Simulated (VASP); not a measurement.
Given:

```yaml
crystal:
  lattice:
    - [0.00000, 3.20782, 3.20782]
    - [3.20782, 0.00000, 3.20782]
    - [3.20782, 3.20782, 0.00000]
  atoms:
    - { symbol: Cs, position: [0.00000, 0.00000, 0.00000] }
    - { symbol: H, position: [0.50000, 0.50000, 0.50000] }
```

Method: HSE06 screened hybrid, VASP's PBE PAW potentials (set 64) (plane waves; VASP). Run with 400 eV cut-off, 6×6×6 Γ-centred mesh, Gaussian smearing of 0.050 eV, potentials Cs_sv H.

Unless said otherwise, spin-orbit coupling is left out, though it shifts the bands of the heavy elements here.

**Question.** What does the run give for the energy per atom (σ→0), band gap (over the mesh, the named points and PBE's band edges) with the smallest direct gap where there is one?

**Answer.** 
| Item | Value |
|---|---|
| band gap (over the mesh, the named points and PBE's band edges) | 3.28 eV |
| smallest direct gap (over the mesh, the named points and PBE's band edges) | 3.28 eV |
| energy per atom (σ→0) | -2.606 eV/atom |

The structure comes from a computed database's CsH entry (Fm-3m); how it stands against other phases isn't given here. It was relaxed first.
